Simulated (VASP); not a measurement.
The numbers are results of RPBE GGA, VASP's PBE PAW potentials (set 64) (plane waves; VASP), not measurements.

A VASP calculation is set up with these files.

INCAR:
```
SYSTEM = Tm
PREC = Accurate
ENCUT = 520
EDIFF = 1E-6
NELM = 100
ALGO = Normal
LREAL = .FALSE.
LASPH = .TRUE.
ISMEAR = 1
SIGMA = 0.1
GGA = RP
LMAXMIX = 6
LWAVE = .FALSE.
LCHARG = .FALSE.
IBRION = 2
ISIF = 3
NSW = 60
EDIFFG = -0.01
```

KPOINTS:
```
Automatic mesh
0
Gamma
11 11 6
0 0 0
```

File POSCAR:
```
Tm
1.0
  1.8019943604  -3.1211458616   0.0000000000
  1.8019943604   3.1211458616   0.0000000000
  0.0000000000   0.0000000000   5.6183999845
Tm
2
Cart
  1.8019943604   1.0403840346   1.4045999961
  1.8019943604  -1.0403840346   4.2137999884
```

POTCAR, in this order: Tm_3 (PBE.64 set). Program: vasp_std.

Task: What will the output report for the number of irreducible k-points (NKPTS), largest plane-wave count, number of space-group operations, FFT grid (NGX, NGY, NGZ)?

Result: 
number of irreducible k-points (NKPTS): 64
largest plane-wave count: 1737
number of space-group operations: 24
FFT grid (NGX, NGY, NGZ): 28 × 28 × 42

The compound is Tm in the hcp structure. It was relaxed first. The start is the result of an earlier pass. The 4f electrons are frozen in the core of the lanthanide potential, so 4f levels, which can set the real gap, and their magnetism are missing.
